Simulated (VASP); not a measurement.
Output of a VASP run:

File OUTCAR:
```
 ion  position               nearest neighbor table
   1  0.501  1.000  1.000-  61 2.47  30 2.51  45 2.51   2 2.51
   2  0.625  0.125  0.126-  17 2.46   3 2.51   1 2.51   5 2.51
   3  0.751  0.249  1.000-  26 2.47   2 2.51   4 2.51  47 2.51
   4  0.875  0.375  0.125-  19 2.46  27 2.51  31 2.51   3 2.51
   5  0.751  0.999  0.249-  14 2.47  36 2.51   2 2.51   6 2.51
   6  0.875  0.125  0.375-  23 2.46  31 2.51  37 2.51   5 2.51
   7  0.001  0.999  0.999-  63 2.47  14 2.51  26 2.51   8 2.52
   8  0.124  0.126  0.126-  31 2.47   9 2.51  15 2.51   7 2.52
   9  0.251  0.249  0.999-  45 2.47   8 2.51  57 2.51  10 2.51
  10  0.374  0.376  0.125-  33 2.47  11 2.51  17 2.51   9 2.51
  11  0.501  0.499  0.999-  47 2.47  10 2.51  59 2.51  12 2.51
  12  0.624  0.626  0.125-  35 2.47  13 2.51  11 2.51  19 2.51
  13  0.751  0.749  0.999-  49 2.47  12 2.51  61 2.51  14 2.51
  14  0.874  0.876  0.126-   5 2.47   7 2.51  50 2.51  13 2.51
  15  0.251  0.999  0.249-  30 2.47  51 2.51   8 2.51  16 2.52
  16  0.374  0.125  0.376-  39 2.47  17 2.51  21 2.51  15 2.52
  17  0.500  0.247  0.247-   2 2.46  18 2.51  16 2.51  10 2.51
  18  0.632  0.368  0.368-  19 2.50  23 2.51  17 2.51  64 2.65
  19  0.753  0.501  0.247-   4 2.46  18 2.50  20 2.51  12 2.51
  20  0.875  0.626  0.376-  42 2.47  50 2.51  52 2.51  19 2.51
  21  0.501  0.999  0.499-  36 2.47  55 2.51  16 2.51  22 2.51
  22  0.624  0.125  0.626-  46 2.47  23 2.51  21 2.51  25 2.51
  23  0.753  0.247  0.501-   6 2.46  18 2.51  22 2.51  24 2.51
  24  0.875  0.376  0.626-  48 2.47  52 2.51  56 2.51  23 2.51
  25  0.751  0.999  0.749-  43 2.47  61 2.51  22 2.51  26 2.52
  26  0.874  0.126  0.876-   3 2.47  56 2.51   7 2.51  25 2.52
  27  0.001  0.499  1.000-  57 2.47   4 2.51  49 2.51  28 2.51
  28  0.124  0.626  0.126-  50 2.47  33 2.50  29 2.51  27 2.51
  29  0.250  0.749  1.000-  59 2.47  28 2.51  30 2.51  63 2.51
  30  0.374  0.877  0.125-  15 2.47  35 2.50   1 2.51  29 2.51
  31  0.001  0.249  0.249-   8 2.47   6 2.51   4 2.51  32 2.51
  32  0.123  0.376  0.376-  52 2.47  33 2.51  31 2.51  39 2.51
  33  0.249  0.498  0.247-  10 2.47  28 2.50  34 2.51  32 2.51
  34  0.366  0.635  0.367-  54 2.46  35 2.50  33 2.51  64 2.69
  35  0.502  0.752  0.247-  12 2.47  34 2.50  30 2.50  36 2.52
  36  0.624  0.877  0.376-  21 2.47   5 2.51  42 2.51  35 2.52
  37  0.001  0.999  0.499-  51 2.46  43 2.51   6 2.51  38 2.51
  38  0.124  0.125  0.626-  56 2.47  39 2.50  37 2.51  44 2.51
  39  0.248  0.247  0.498-  16 2.47  38 2.50  40 2.51  32 2.51
  40  0.365  0.367  0.635-  58 2.46  46 2.50  39 2.51  64 2.68
  41  0.633  0.635  0.635-  60 2.46  42 2.50  48 2.50  64 2.68
  42  0.753  0.751  0.498-  20 2.47  41 2.50  43 2.50  36 2.51
  43  0.875  0.877  0.626-  25 2.47  42 2.50  37 2.51  62 2.51
  44  0.251  0.999  0.749-  55 2.47  63 2.51  38 2.51  45 2.51
  45  0.374  0.125  0.877-   9 2.47  46 2.50   1 2.51  44 2.51
  46  0.502  0.247  0.752-  22 2.47  45 2.50  40 2.50  47 2.52
  47  0.624  0.376  0.877-  11 2.47  48 2.51   3 2.51  46 2.52
  48  0.753  0.498  0.752-  24 2.47  41 2.50  49 2.50  47 2.51
  49  0.875  0.626  0.876-  13 2.47  48 2.50  62 2.51  27 2.51
  50  0.001  0.749  0.249-  28 2.47  20 2.51  51 2.51  14 2.51
  51  0.123  0.877  0.375-  37 2.46  54 2.51  15 2.51  50 2.51
  52  0.001  0.499  0.499-  32 2.47  24 2.51  53 2.51  20 2.51
  53  0.123  0.626  0.626-  62 2.47  52 2.51  54 2.51  58 2.51
  54  0.248  0.752  0.500-  34 2.46  51 2.51  53 2.51  55 2.51
  55  0.374  0.877  0.626-  44 2.47  21 2.51  54 2.51  60 2.52
  56  0.001  0.249  0.750-  38 2.47  26 2.51  57 2.51  24 2.51
  57  0.123  0.375  0.877-  27 2.47  58 2.50   9 2.51  56 2.51
  58  0.248  0.501  0.752-  40 2.46  57 2.50  53 2.51  59 2.52
  59  0.374  0.626  0.877-  29 2.47  11 2.51  60 2.51  58 2.52
  60  0.499  0.752  0.752-  41 2.46  61 2.50  59 2.51  55 2.52
  61  0.625  0.877  0.877-   1 2.47  60 2.50  25 2.51  13 2.51
  62  0.000  0.749  0.749-  53 2.47  49 2.51  43 2.51  63 2.52
  63  0.124  0.876  0.876-   7 2.47  44 2.51  29 2.51  62 2.52
  64  0.500  0.500  0.501-  18 2.65  40 2.68  41 2.68  34 2.69
 Subroutine IBZKPT returns following result:
 Found      1 irreducible k-points:

 Following reciprocal coordinates:
            Coordinates               Weight
  0.000000  0.000000  0.000000      1.000000
 Subroutine IBZKPT_HF returns following result:
   k-points           NKPTS =      1   k-points in BZ     NKDIM =      1   number of bands    NBANDS=    161
   number of dos      NEDOS =    301   number of ions     NIONS =     64
   total plane-waves  NPLWV = 216000
   dimension x,y,z NGX =    60 NGY =   60 NGZ =   60
   dimension x,y,z NGXF=   120 NGYF=  120 NGZF=  120
   ions per type =              63   1
   PREC   = normal    normal or accurate (medium, high low for compatibility)
   ISTART =      1    job   : 0-new  1-cont  2-samecut
...
```

File OSZICAR:
```
       N       E                     dE             d eps       ncg     rms          rms(c)
DAV:   1    -0.335907544168E+03   -0.33591E+03   -0.24457E+01   322   0.118E+01    0.160E+01
DAV:   2    -0.336289291581E+03   -0.38175E+00   -0.62712E-01   347   0.131E+00    0.127E+01
DAV:   3    -0.336271592008E+03    0.17700E-01   -0.49865E-02   372   0.389E-01    0.832E+00
DAV:   4    -0.336251446629E+03    0.20145E-01   -0.15449E-02   372   0.225E-01    0.509E+00
DAV:   5    -0.336244025893E+03    0.74207E-02   -0.51816E-03   363   0.139E-01    0.307E+00
DAV:   6    -0.336250779470E+03   -0.67536E-02   -0.27168E-03   363   0.924E-02    0.190E+00
DAV:   7    -0.336281370629E+03   -0.30591E-01   -0.44192E-03   363   0.948E-02    0.127E+00
DAV:   8    -0.336308809122E+03   -0.27438E-01   -0.80656E-03   364   0.126E-01    0.824E-01
DAV:   9    -0.336307178792E+03    0.16303E-02   -0.34660E-03   364   0.105E-01    0.494E-01
DAV:  10    -0.336305755827E+03    0.14230E-02   -0.13882E-03   347   0.719E-02    0.287E-01
DAV:  11    -0.336305341655E+03    0.41417E-03   -0.43968E-04   355   0.400E-02    0.167E-01
DAV:  12    -0.336305220246E+03    0.12141E-03   -0.11778E-04   347   0.204E-02    0.982E-02
DAV:  13    -0.336305183896E+03    0.36350E-04   -0.39430E-05   291   0.119E-02    0.590E-02
DAV:  14    -0.336305173018E+03    0.10878E-04   -0.17813E-05   187   0.829E-03    0.361E-02
DAV:  15    -0.336305169949E+03    0.30683E-05   -0.86028E-06   179   0.567E-03
   1 F= -.33630517E+03 E0= -.33630465E+03  d E =-.104718E-02
```

OUTCAR:
```
------------------------ aborting loop because EDIFF is reached ----------------------------------------
  volume of cell :     1547.77
      direct lattice vectors                 reciprocal lattice vectors
    11.567395522  0.000000000  0.000000000     0.086449884  0.000000000  0.000000000
     0.000000000 11.567395522  0.000000000     0.000000000  0.086449884  0.000000000
     0.000000000  0.000000000 11.567395522     0.000000000  0.000000000  0.086449884
 POSITION                                       TOTAL-FORCE (eV/Angst)
 -----------------------------------------------------------------------------------
      5.79304     11.56184     11.56454        -0.212687      0.254539      0.224617
      7.22888      1.45140      1.45397         0.211884     -0.287151     -0.257928
      8.68906      2.87603     11.56192        -0.205116      0.247328      0.216670
     10.11917      4.34190      1.45058         0.247502     -0.252461     -0.258935
      8.68906     11.55584      2.88094        -0.204278      0.251175      0.209127
     10.12019      1.45000      4.33916         0.251141     -0.288312     -0.212707
      0.00835     11.55572     11.55722        -0.222142      0.255444      0.225626
      1.43807      1.45398      1.45235         0.201181     -0.255300     -0.227455
      2.89905      2.87774     11.55609        -0.240890      0.261536      0.244842
      4.32819      4.34591      1.44681         0.227425     -0.245482     -0.223772
      5.79254      5.77066     11.55903        -0.225238      0.265409      0.236629
      7.22280      7.24245      1.44136         0.204626     -0.266731     -0.222076
      8.68766      8.66744     11.55148        -0.224566      0.277866      0.252145
     10.11321     10.12953      1.45193         0.226972     -0.236150     -0.226194
      2.89886     11.55610      2.88031        -0.239607      0.278892      0.231545
      4.32797      1.44954      4.34650         0.228299     -0.260836     -0.216333
      5.77973      2.85875      2.86099        -0.214962      0.265328      0.233156
      7.31584      4.26166      4.25992         0.128879     -0.183756     -0.145172
      8.71140      5.79258      2.85604        -0.229546      0.247223      0.238570
     10.12408      7.24275      4.34615         0.217033     -0.262154     -0.219306
      5.79233     11.55740      5.77263        -0.224499      0.265294      0.232493
      7.22170      1.44543      7.23867         0.209140     -0.252955     -0.233140
      8.71255      2.85444      5.79101        -0.227798      0.270626      0.218409
     10.12557      4.34495      7.24130         0.214927     -0.247201     -0.230444
      8.68564     11.55272      8.66723        -0.220978      0.281136      0.249849
     10.11296      1.45258     10.12902         0.223285     -0.252706     -0.206671
      0.00745      5.77544     11.56521        -0.217045      0.243472      0.226497
      1.43195      7.24591      1.45226         0.202008     -0.261069     -0.264449
      2.89626      8.66915     11.56202        -0.213887      0.260634      0.218967
      4.32361     10.14147      1.44959         0.222753     -0.250169     -0.265856
      0.00954      2.87826      2.87889        -0.211456      0.240886      0.211965
      1.42813      4.34703      4.34589         0.233361     -0.261216     -0.228750
      2.87641      5.76026      2.85853        -0.228755      0.244545      0.224314
      4.23392      7.34138      4.24971         0.226153     -0.277935     -0.192611
      5.80841      8.69342      2.85405        -0.210178      0.269506      0.227319
      7.22237     10.14180      4.34720         0.222021     -0.272338     -0.236712
      0.00710     11.56019      5.77637        -0.218222      0.258923      0.212910
      1.43142      1.44957      7.24498         0.200674     -0.298942     -0.228764
      2.87381      2.85556      5.76286        -0.229620      0.258422      0.220308
      4.22607      4.24936      7.34653         0.239070     -0.234621     -0.249422
      7.32413      7.34081      7.34893         0.196425     -0.268823     -0.249427
      8.71066      8.69084      5.76281        -0.211531      0.271631      0.214903
     10.11846     10.13994      7.24267         0.256043     -0.245020     -0.229357
      2.89782     11.55664      8.66974        -0.217843      0.248986      0.231318
      4.32345      1.44849     10.13894         0.229035     -0.297832     -0.209048
      5.80711      2.85204      8.69556        -0.215514      0.259794      0.237181
      7.22206      4.34421     10.14418         0.227073     -0.261788     -0.243449
      8.71433      5.75493      8.69843        -0.218558      0.253573      0.237305
     10.12180      7.24480     10.13826         0.254625     -0.267123     -0.207144
      0.01236      8.66907      2.87995        -0.237737      0.277522      0.231662
      1.42620     10.14502      4.34152         0.210702     -0.248909     -0.226542
      0.00841      5.77094      5.77267        -0.226210      0.266890      0.232493
      1.42471      7.24035      7.23655         0.221328     -0.251348     -0.217536
      2.87076      8.69615      5.78753        -0.219057      0.255906      0.245733
      4.32927     10.14288      7.23828         0.212494     -0.257272     -0.216816
      0.01320      2.87618      8.67097        -0.239650      0.267855      0.246683
      1.42468      4.34301     10.14513         0.210800     -0.257112     -0.217772
      2.86647      5.79052      8.70073        -0.211764      0.271577      0.218481
      4.32780      7.24109     10.14496         0.213906     -0.250561     -0.229744
      5.77768      8.69687      8.70022        -0.242387      0.255954      0.223258
      7.22510     10.14534     10.14294         0.219759     -0.247963     -0.215145
      0.00512      8.66756      8.66641        -0.204359      0.257648      0.229525
...
```
(Selected blocks of OUTCAR.)

POSCAR:
```
Ge63Sb
1
   11.5673955220     0.0000000000     0.0000000000
    0.0000000000    11.5673955220     0.0000000000
    0.0000000000     0.0000000000    11.5673955220
Ge Sb
63 1
Direct
  0.5008072825   0.9995194372   0.9997532901
  0.6249361697   0.1254731605   0.1256955749
  0.7511680917   0.2486323816   0.9995268280
  0.8748012693   0.3753570221   0.1254020733
  0.7511683405   0.9990009283   0.2490565853
  0.8748896160   0.1253527307   0.3751200762
  0.0007217295   0.9989902234   0.9991205478
  0.1243212731   0.1256962079   0.1255558553
  0.2506223064   0.2487803927   0.9990227439
  0.3741712696   0.3757035983   0.1250766331
  0.5007647579   0.4988726726   0.9992768746
  0.6244100939   0.6261092402   0.1246050331
  0.7510469671   0.7492990590   0.9986238119
  0.8742857261   0.8756965159   0.1255194692
  0.2506062273   0.9990234341   0.2490026573
  0.3741528465   0.1253121609   0.3757541910
  0.4996573213   0.2471389319   0.2473320247
  0.6324532501   0.3684198289   0.3682691784
  0.7530991520   0.5007677466   0.2469045546
  0.8752251816   0.6261344917   0.3757243550
  0.5007462894   0.9991356107   0.4990432504
  0.6243147646   0.1249573121   0.6257825544
  0.7531992751   0.2467655876   0.5006317482
  0.8753541485   0.3756203933   0.6260098827
  0.7508729982   0.9987310300   0.7492814387
  0.8742639872   0.1255750666   0.8756525561
  0.0006443063   0.4992861492   0.9998107967
  0.1237921602   0.6264083620   0.1255481086
  0.2503815094   0.7494471243   0.9995351708
  0.3737759581   0.8767291864   0.1253169205
  0.0008244239   0.2488252983   0.2488796897
  0.1234619893   0.3757998073   0.3757014996
  0.2486650556   0.4979736112   0.2471199003
  0.3660218107   0.6346618317   0.3673866355
  0.5021365541   0.7515453402   0.2467325834
  0.6243731508   0.8767574947   0.3758149460
  0.0006137186   0.9993773471   0.4993663788
  0.1237464207   0.1253154953   0.6263273135
  0.2484401218   0.2468625496   0.4981982929
  0.3653436442   0.3673570368   0.6351065890
  0.6331701284   0.6346123446   0.6353143531
  0.7530357167   0.7513224790   0.4981938979
  0.8747395851   0.8765964249   0.6261276682
  0.2505159132   0.9990700795   0.7494982366
  0.3737621303   0.1252215656   0.8765098873
  0.5020240861   0.2465582129   0.7517297488
  0.6243460404   0.3755560632   0.8769632005
  0.7533525864   0.4975130808   0.7519786845
  0.8750281882   0.6263125227   0.8764513517
  0.0010688882   0.7494400701   0.2489709851
  0.1232948458   0.8770354339   0.3753236855
  0.0007267833   0.4988974315   0.4990469150
  0.1231657027   0.6259277331   0.6255989384
  0.2481772293   0.7517814892   0.5003315524
  0.3742644986   0.8768511682   0.6257480439
  0.0011411918   0.2486454079   0.7496040830
  0.1231631291   0.3754528146   0.8770455346
  0.2478057386   0.5005893801   0.7521775077
  0.3741376759   0.6259913998   0.8770302933
  0.4994799495   0.7518434095   0.7521331503
  0.6246093694   0.8770633519   0.8768556647
  0.0004422622   0.7493099401   0.7492097912
  0.1240118211   0.8758568999   0.8757688638
  0.5001023807   0.5000414981   0.5010743487
```

Task: Write an INCAR and KPOINTS that could have produced this output.

Result: Several could match; the one computed here: the input of the run itself, HSE06 screened hybrid, plane waves, VASP's PBE PAW potentials (set 64).

### KPOINTS
```
Automatic mesh
0
G
  1 1 1
```

**INCAR**
```
# general
SYSTEM  =Ge63Sb
PREC    =Normal
ENCUT   =400
LREAL   =Auto
LASPH   =.TRUE.
ISYM    =0
NELECT  =256.0

# electronic loop
EDIFF   =1E-5
NELM    =50
NELMIN  =4
ALGO    =Normal
LMAXMIX =4

# smearing
ISMEAR  =0
SIGMA   =0.05

# functional
GGA     =PE
LHFCALC =.TRUE.
AEXX    =0.25
HFSCREEN=0.2
PRECFOCK=Fast

# ions
ISIF    =0

# output
LWAVE   =.FALSE.
LCHARG  =.FALSE.
```

POTCAR, in this order: Ge Sb (PBE.64 set). Program: vasp_gam. Read from the step before: WAVECAR.

The cell is charged, with a uniform compensating background. The supercell is sampled at Γ alone, which is coarse: total energies, pressure and levels can be off, energies of defects by several tenths of an eV.

The cell is a supercell with a defect, built from Ge (diamond): Sb_Ge, charge +1. The cell's shape comes from a PBE relaxation. The run is not spin-polarised, so no state with unpaired spins was tried.
